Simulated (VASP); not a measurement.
These are PBE GGA, VASP's PBE PAW potentials (set 64) (plane waves; VASP) values and carry that method's errors.

The input files of a VASP run:

### KPOINTS
```
Regular mesh
0
Gamma
16 16 16
```

File POSCAR:
```
Al3Sc
1
    4.1000000000     0.0000000000     0.0000000000
    0.0000000000     4.1000000000     0.0000000000
    0.0000000000     0.0000000000     4.1000000000
Sc Al
1 3
Direct
  0.0072530000  -0.0061470000  -0.0066380000
  0.0038780000   0.4862700000   0.5089330000
  0.4898000000   0.0146970000   0.4855380000
  0.4990690000   0.5051800000   0.0121670000
```

### INCAR
```
ALGO = Normal
LASPH = .True.
SYSTEM = Al3Sc
LREAL = .False.   ! projection in real space or not
LMAXMIX = 4   ! l cut-off of mixed one-centre charges
LWAVE = .False.
LCHARG = .False.
PREC = Accurate
ISIF = 2
SIGMA = 0.1   ! width (eV)
ISMEAR = 0
EDIFF = 1E-6
ENCUT = 300   ! plane-wave cut-off (eV)
GGA = PE
NELM = 100   ! most electronic steps
```

POTCAR, in this order: Sc_sv Al (PBE.64 set). Program: vasp_std.

Output

**OSZICAR**
```
       N       E                     dE             d eps       ncg     rms          rms(c)
DAV:   1     0.756631627627E+02    0.75663E+02   -0.63499E+03 60696   0.845E+02
DAV:   2    -0.149700951673E+02   -0.90633E+02   -0.89010E+02 60324   0.306E+02
DAV:   3    -0.201365784750E+02   -0.51665E+01   -0.49022E+01 86062   0.536E+01
DAV:   4    -0.202369449742E+02   -0.10037E+00   -0.99915E-01 79112   0.863E+00
DAV:   5    -0.202395475498E+02   -0.26026E-02   -0.26020E-02 84718   0.135E+00    0.873E+00
DAV:   6    -0.192949612546E+02    0.94459E+00   -0.48571E+00 97158   0.249E+01    0.309E+00
DAV:   7    -0.192460561116E+02    0.48905E-01   -0.90591E-02 69830   0.258E+00    0.178E+00
DAV:   8    -0.192223925333E+02    0.23664E-01   -0.37326E-02 85474   0.151E+00    0.215E-01
DAV:   9    -0.192221275946E+02    0.26494E-03   -0.30449E-03 73166   0.410E-01    0.878E-02
DAV:  10    -0.192220815774E+02    0.46017E-04   -0.18300E-04 87470   0.140E-01    0.689E-02
DAV:  11    -0.192220766652E+02    0.49122E-05   -0.29967E-05 75870   0.527E-02    0.217E-02
DAV:  12    -0.192220735957E+02    0.30695E-05   -0.10416E-05 76540   0.286E-02    0.485E-03
DAV:  13    -0.192220735709E+02    0.24839E-07   -0.53786E-07 47986   0.654E-03
   1 F= -.19222074E+02 E0= -.19218964E+02  d E =-.621825E-02
```

**OUTCAR**
```
------------------------ aborting loop because EDIFF is reached ----------------------------------------
  FORCE on cell =-STRESS in cart. coord.  units (eV):
  Direction    XX          YY          ZZ          XY          YZ          ZX
  --------------------------------------------------------------------------------------
  Total        0.2252404      0.3111764      0.2191679     -0.1118632     -0.1075741      0.0196109
  in kB        5.2360678      7.2337854      5.0949031     -2.6004366     -2.5007285      0.4558866
  external PRESSURE =       5.8549188 kB  Pullay stress =       0.0000000 kB
  volume of cell :       68.92
      direct lattice vectors                 reciprocal lattice vectors
     4.100000000  0.000000000  0.000000000     0.243902439  0.000000000  0.000000000
     0.000000000  4.100000000  0.000000000     0.000000000  0.243902439  0.000000000
     0.000000000  0.000000000  4.100000000     0.000000000  0.000000000  0.243902439
 POSITION                                       TOTAL-FORCE (eV/Angst)
 -----------------------------------------------------------------------------------
      0.02974      4.07480      4.07278        -0.463673      0.140625      0.203837
      0.01590      1.99371      2.08663        -0.140077      0.364997     -0.260668
      2.00818      0.06026      1.99071         0.427077     -0.374172      0.355014
      2.04618      2.07124      0.04988         0.176674     -0.131450     -0.298184
 -----------------------------------------------------------------------------------
    total drift:                                0.000079     -0.000290     -0.000233
  FREE ENERGIE OF THE ION-ELECTRON SYSTEM (eV)
  ---------------------------------------------------
  free  energy   TOTEN  =       -19.2220735709 eV

  energy  without entropy=      -19.2158553193  energy(sigma->0) =      -19.21896445
```
(Selected blocks of OUTCAR.)

At this cut-off the stress carries a Pulay error, which pulls relaxed volumes low.

The structure is a typed Al3Sc crystal. The cell was not relaxed at this level, atoms are displaced from their ideal sites. The run is one of a series of settings (KPOINTS 16×16×16 Γ-centred mesh against the base run), some of them coarse on purpose.
